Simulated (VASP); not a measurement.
Here is the system:

```
P
1.0
    1.65210    -5.07182     0.00000
    1.65210     5.07182     0.00000
    0.00000     0.00000     4.13344
P
4
Direct
  0.10656   0.89344   0.92831
  0.39344   0.60656   0.42831
  0.60656   0.39344   0.57169
  0.89344   0.10656   0.07169
```

Computed with LDA (Ceperley-Alder, Perdew-Zunger), VASP's LDA PAW potentials (set 64) (plane waves; VASP). Numerical set-up: 500 eV cut-off, 10×10×8 Γ-centred mesh, first-order Methfessel-Paxton smearing of 0.10 eV, potentials P.

Energy and stress use the plane-wave basis of the starting cell.

Problem. The ions, cell shape and volume at an external pressure of 5.0 GPa are relaxed. What does this cell relax into?

Solution. 
```
P
1.0
    1.66640    -4.86896     0.00000
    1.66640     4.86896     0.00000
    0.00000     0.00000     3.77146
P
4
Direct
  0.11215   0.88785   0.94414
  0.38785   0.61215   0.44414
  0.61215   0.38785   0.55586
  0.88785   0.11215   0.05586
```
Space group Cmce (64), at a tolerance of 0.03 Å.

Problem. How do energy and volume change from the first to the last step?

Solution. The energy (σ→0) changes by +25.2 meV/atom and the volume by -11.6 %, in 14 ionic steps.

The compound is P in the black structure. This run relaxes it under an external pressure of 5 GPa. Symmetry was kept, so distortions that lower it aren't found.
